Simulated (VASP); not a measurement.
The input files of a VASP run:

### KPOINTS
```
kpoints
0
G
 4 4 4
```

**INCAR**
```
! general
SYSTEM   =  CsPbCl3
PREC     =  Accurate
ENCUT    =  500
LREAL    =  F
LASPH    =  T

! electronic loop
EDIFF    =  1E-6
NELM     =  100
ALGO     =  Normal
LMAXMIX  =  4

! smearing
ISMEAR   =  0
SIGMA    =  0.05

! functional
GGA      =  PE

! ions
IBRION   =  2
NSW      =  40
ISIF     =  3
EDIFFG   =  -0.02

! output
LWAVE    =  F
LCHARG   =  F
```

POSCAR:
```
CsPbCl3
1.0
  5.7308003854   0.0000000000   0.0000000000
  0.0000000000   5.7308003854   0.0000000000
  0.0000000000   0.0000000000   5.7308003854
Cs Pb Cl
1 1 3
Cart
  0.0000000000   0.0000000000   0.0000000000
  2.8654001927   2.8654001927   2.8654001927
  2.8654001927   0.0000000000   2.8654001927
  0.0000000000   2.8654001927   2.8654001927
  2.8654001927   2.8654001927   0.0000000000
```

POTCAR, in this order: Cs_sv Pb_d Cl (PBE.64 set). Program: vasp_std.

Question: Translate this PBE calculation to Quantum ESPRESSO's pw.x.

Answer: One equivalent input (not run):
```
&CONTROL
  calculation = 'vc-relax'
  pseudo_dir = './pseudo'
  outdir = './out'
  tprnfor = .true.
  tstress = .true.
  nstep = 40
  forc_conv_thr = 0.00078
/
&SYSTEM
  ibrav = 0
  nat = 5
  ntyp = 3
  ecutwfc = 62.5
  occupations = 'smearing'
  smearing = 'gaussian'
  degauss = 0.003675
  input_dft = 'pbe'
/
&ELECTRONS
  conv_thr = 7.3e-08
  electron_maxstep = 100
/
&IONS
/
&CELL
/
ATOMIC_SPECIES
  Cs 132.905 Cs.upf
  Pb 207.200 Pb.upf
  Cl 35.450 Cl.upf
CELL_PARAMETERS angstrom
     5.7308004    0.0000000   -0.0000000
     0.0000000    5.7308004    0.0000000
    -0.0000000    0.0000000    5.7308004
ATOMIC_POSITIONS crystal
  Cs   0.0000000  0.0000000  0.0000000
  Pb   0.5000000  0.5000000  0.5000000
  Cl   0.5000000  0.0000000  0.5000000
  Cl   0.0000000  0.5000000  0.5000000
  Cl   0.5000000  0.5000000  0.0000000
K_POINTS automatic
  4 4 4 0 0 0
```
Limits of the translation: the potentials are each code's own (VASP's PAW set, PseudoDojo norm-conserving files in pw.x), so ENCUT and ecutwfc are chosen apart and not converted; conv_thr bounds pw.x's estimated SCF error, while EDIFF bounds the energy change between steps; forc_conv_thr acts on force components and is met together with etot_conv_thr.

The compound is CsPbCl3 in the cubic perovskite structure, the ideal cubic form; the compound distorts at low or room temperature. It was relaxed first, which changed the volume by +7 %.
